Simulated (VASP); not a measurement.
Energy against volume of Au (fcc). Calculation: PBE GGA with D4 dispersion, VASP's PBE PAW potentials (set 64) (plane waves; VASP 6.6.1).

```
V (Å³/atom)  E (eV/atom)
-----------  -----------
16.247          -3.84028
16.765          -3.86831
17.284          -3.87712
17.802          -3.87016
18.321          -3.85024
```

Q: Fit a third-order Birch-Murnaghan equation of state.

A: 
```
Property                                        Result
---------------------------------------  -------------
volume per atom                          17.30 Å³/atom
bulk modulus                                   161 GPa
pressure derivative of the bulk modulus           5.57
lattice constant a                             4.105 Å
```

Measured: bulk modulus 182 GPa at 0 K (computed value off by -11.4 %), as given by Daniel Mejia-Rodriguez et al., Physical Review B (2018), arXiv:1807.09216 [0 K value with the zero-point phonon effect removed]; a 4.062 Å at 0 K (computed value off by +1.1 %), as given by Daniel Mejia-Rodriguez et al., Physical Review B (2018), arXiv:1807.09216 [static lattice: zero-point anharmonic expansion removed].

The compound is Au in the fcc structure. It was relaxed first.
